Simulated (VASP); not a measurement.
Here is the system:

```
Al16O
1.0
    5.70744     0.00000     0.00000
    2.85372     4.94278     0.00000
    0.00000     0.00000    20.94095
Al O
16 1
Direct
  0.00000   0.00000   0.33310
  0.50000   0.00000   0.33310
  0.00000   0.50000   0.33310
  0.50000   0.50000   0.33310
  0.16667   0.16667   0.44437
  0.66667   0.16667   0.44437
  0.16667   0.66667   0.44437
  0.66667   0.66667   0.44437
  0.83333   0.33333   0.55563
  0.33333   0.33333   0.55563
  0.83333   0.83333   0.55563
  0.33333   0.83333   0.55563
  0.00000   0.00000   0.66690
  0.50000   0.00000   0.66690
  0.00000   0.50000   0.66690
  0.50000   0.50000   0.66690
  0.33333   0.33333   0.72029
```

Computed with PBE GGA, VASP's PBE PAW potentials (set 64) (plane waves; VASP 6.6.1). Run with PREC = Normal, EDIFF = 1E-5, 400 eV cut-off, 5×5×1 Γ-centred mesh, first-order Methfessel-Paxton smearing of 0.10 eV, potentials Al O.

### Question
The ions are relaxed. Which structure does the run end with?

### Answer

```
Al16O
1.0
    5.70744     0.00000     0.00000
    2.85372     4.94278     0.00000
    0.00000     0.00000    20.94095
Al O
16 1
Cartesian
  0.00000   0.00000   6.91675
  2.85372   0.00765   6.95835
  1.43349   2.46756   6.95835
  4.27395   2.46756   6.95835
  1.41063   0.81443   9.30721
  4.29681   0.81443   9.30721
  2.85372   3.31393   9.30721
  5.70744   3.29519   9.32524
  5.70743   1.67563  11.67434
  2.85371   1.64759  11.57477
  7.11001   4.10497  11.67434
  4.30485   4.10497  11.67434
  0.00000   0.00000  13.84693
  5.70744   4.89334  14.08497
  7.09148   2.49611  14.08497
  4.32340   2.49611  14.08497
  2.85371   1.64759  14.87288
```

### Question
How much energy does the relaxation gain?

### Answer
The energy (σ→0) changes by -20.8 meV/atom, in 13 ionic steps.

The cell is a thin slab with vacuum, built from Al (fcc): (111) face, O adsorbed.
